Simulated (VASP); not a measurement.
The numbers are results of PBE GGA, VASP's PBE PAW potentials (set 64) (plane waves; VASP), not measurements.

Input for VASP

File KPOINTS:
```
Automatic mesh
0
Gamma
8 8 8
0 0 0
```

**POSCAR**
```
Ni3Si
1.0
  3.5035675767   0.0000000000   0.0000000000
  0.0000000000   3.5035675767   0.0000000000
  0.0000000000   0.0000000000   3.5035675767
Si Ni
1 3
Cart
  0.0000000000   0.0000000000   0.0000000000
  0.0000000000   1.7517837884   1.7517837884
  1.7517837884   0.0000000000   1.7517837884
  1.7517837884   1.7517837884   0.0000000000
```

### INCAR
```
SIGMA  =  0.1
PREC  =  Accurate
LCHARG  =  .False.
IBRION  =  2   ! conjugate gradients
ISIF  =  3   ! ions, shape and volume
ISMEAR  =  1   ! Methfessel-Paxton
LWAVE  =  .False.
SYSTEM  =  Ni3Si
NELM  =  100   ! most electronic steps
LREAL  =  .False.   ! projection in real space or not
EDIFFG  =  -0.01   ! ionic stop
NSW  =  40   ! most ionic steps
LASPH  =  .True.   ! aspherical one-centre terms
EDIFF  =  1E-7   ! SCF stop (eV)
LMAXMIX  =  4   ! l cut-off of mixed one-centre charges
PSTRESS  =  50
ALGO  =  Normal   ! blocked Davidson
GGA  =  PE   ! PBE
ENCUT  =  480
```

POTCAR, in this order: Si Ni (PBE.64 set). Program: vasp_std.

Output of the run:

**OSZICAR**
```
       N       E                     dE             d eps       ncg     rms          rms(c)
DAV:   1     0.191053429441E+03    0.19105E+03   -0.14906E+04  1478   0.204E+03
DAV:   2    -0.170121027784E+02   -0.20807E+03   -0.20058E+03  1470   0.362E+02
DAV:   3    -0.271555386435E+02   -0.10143E+02   -0.97526E+01  1593   0.107E+02
DAV:   4    -0.273977554394E+02   -0.24222E+00   -0.24078E+00  1716   0.143E+01
DAV:   5    -0.274065005366E+02   -0.87451E-02   -0.87446E-02  1712   0.266E+00    0.196E+01
DAV:   6    -0.272133574004E+02    0.19314E+00   -0.55785E+01  1704   0.122E+02    0.170E+01
DAV:   7    -0.237399919695E+02    0.34734E+01   -0.16337E+01  1618   0.673E+01    0.409E+00
DAV:   8    -0.236978250037E+02    0.42167E-01   -0.68902E-01  1536   0.642E+00    0.143E+00
DAV:   9    -0.236806701118E+02    0.17155E-01   -0.33407E-02  1984   0.262E+00    0.567E-01
DAV:  10    -0.236784324562E+02    0.22377E-02   -0.31141E-03  1909   0.445E-01    0.231E-01
DAV:  11    -0.236780768525E+02    0.35560E-03   -0.70630E-04  2243   0.315E-01    0.532E-02
DAV:  12    -0.236780664080E+02    0.10444E-04   -0.10179E-04  1610   0.118E-01    0.148E-02
DAV:  13    -0.236780658303E+02    0.57766E-06   -0.69300E-06  1754   0.183E-02    0.863E-03
DAV:  14    -0.236780652136E+02    0.61674E-06   -0.53338E-07  1642   0.828E-03    0.285E-03
DAV:  15    -0.236780651724E+02    0.41156E-07   -0.17392E-07   933   0.622E-03
   1 F= -.22335947E+02 E0= -.22336405E+02  d E =-.223359E+02
       N       E                     dE             d eps       ncg     rms          rms(c)
DAV:   1    -0.247984634411E+02   -0.11204E+01   -0.13956E+01  1490   0.585E+01    0.952E+00
DAV:   2    -0.245592286414E+02    0.23923E+00   -0.14343E+01  1659   0.647E+01    0.730E+00
DAV:   3    -0.236476896398E+02    0.91154E+00   -0.39605E+00  1622   0.346E+01    0.159E+00
DAV:   4    -0.236177079322E+02    0.29982E-01   -0.12972E-01  1561   0.314E+00    0.563E-01
DAV:   5    -0.236143756053E+02    0.33323E-02   -0.49579E-03  1991   0.873E-01    0.262E-01
DAV:   6    -0.236139314066E+02    0.44420E-03   -0.13996E-03  1880   0.359E-01    0.617E-02
DAV:   7    -0.236139253143E+02    0.60923E-05   -0.12054E-04  1550   0.116E-01    0.329E-02
DAV:   8    -0.236139167728E+02    0.85415E-05   -0.24145E-05  1703   0.291E-02    0.796E-03
DAV:   9    -0.236139149004E+02    0.18724E-05   -0.34390E-06  1795   0.240E-02    0.204E-03
DAV:  10    -0.236139149240E+02   -0.23609E-07   -0.19540E-07  1201   0.604E-03
   2 F= -.22330005E+02 E0= -.22330466E+02  d E =0.594199E-02
       N       E                     dE             d eps       ncg     rms          rms(c)
DAV:   1    -0.240269230196E+02   -0.41301E+00   -0.41711E+00  1480   0.332E+01    0.539E+00
DAV:   2    -0.240248083978E+02    0.21146E-02   -0.49908E+00  1672   0.371E+01    0.432E+00
DAV:   3    -0.236714825843E+02    0.35333E+00   -0.13762E+00  1661   0.204E+01    0.823E-01
DAV:   4    -0.236656073214E+02    0.58753E-02   -0.50624E-02  1529   0.167E+00    0.353E-01
DAV:   5    -0.236637856170E+02    0.18217E-02   -0.63833E-03  1895   0.123E+00    0.993E-02
DAV:   6    -0.236637379213E+02    0.47696E-04   -0.62624E-04  1510   0.264E-01    0.297E-02
DAV:   7    -0.236637461460E+02   -0.82247E-05   -0.27190E-05  1785   0.485E-02    0.215E-02
DAV:   8    -0.236637525095E+02   -0.63636E-05   -0.41203E-06  2049   0.260E-02    0.506E-03
DAV:   9    -0.236637518118E+02    0.69773E-06   -0.10371E-06  1750   0.167E-02    0.639E-04
DAV:  10    -0.236637518497E+02   -0.37882E-07   -0.35685E-08   785   0.214E-03
   3 F= -.22348416E+02 E0= -.22348874E+02  d E =-.124692E-01
```

OUTCAR:
```
------------------------ aborting loop because EDIFF is reached ----------------------------------------
  FORCE on cell =-STRESS in cart. coord.  units (eV):
  Direction    XX          YY          ZZ          XY          YZ          ZX
  --------------------------------------------------------------------------------------
  Total        1.3144348      1.3144348      1.3144348      0.0000000     -0.0000000      0.0000000
  in kB       49.9657359     49.9657359     49.9657359      0.0000000     -0.0000000      0.0000000
  external PRESSURE =      -0.0342641 kB  Pullay stress =      50.0000000 kB
  volume of cell :       42.15
      direct lattice vectors                 reciprocal lattice vectors
     3.480105791  0.000000000  0.000000000     0.287347587 -0.000000000  0.000000000
     0.000000000  3.480105791  0.000000000    -0.000000000  0.287347587  0.000000000
    -0.000000000 -0.000000000  3.480105791    -0.000000000 -0.000000000  0.287347587
 POSITION                                       TOTAL-FORCE (eV/Angst)
 -----------------------------------------------------------------------------------
      0.00000      0.00000      0.00000         0.000000      0.000000      0.000000
     -0.00000      1.74005      1.74005        -0.000000     -0.000000      0.000000
      1.74005     -0.00000      1.74005        -0.000000     -0.000000      0.000000
      1.74005      1.74005      0.00000         0.000000      0.000000      0.000000
 -----------------------------------------------------------------------------------
    total drift:                                0.000000      0.000000      0.000000
  FREE ENERGIE OF THE ION-ELECTRON SYSTEM (eV)
  ---------------------------------------------------
  free  energy   TOTEN  =       -23.6637518497 eV

  energy  without entropy=      -23.6651282662  energy(sigma->0) =      -23.66421066
  enthalpy is  TOTEN    =       -22.3484156866 eV   P V=        1.3153361631

 reached required accuracy - stopping structural energy minimisation
```
(Selected blocks of OUTCAR.)

### CONTCAR
```
Ni3Si
   1.00000000000000
     3.4801057911450397    0.0000000000000000    0.0000000000000000
     0.0000000000000000    3.4801057911450397    0.0000000000000000
    -0.0000000000000000   -0.0000000000000000    3.4801057911450397
  Si              Ni
     1     3
Direct
     0.0000000000000000    0.0000000000000000    0.0000000000000000
     0.0000000000000000    0.5000000000000000    0.5000000000000000
     0.5000000000000000    0.0000000000000000    0.5000000000000000
     0.5000000000000000    0.5000000000000000    0.0000000000000000
```

The compound is Ni3Si in the L1_2 structure. This run relaxes it under an external pressure of 5 GPa. Symmetry was kept, so distortions that lower it aren't found. The run is not spin-polarised, so no magnetic state was tried.
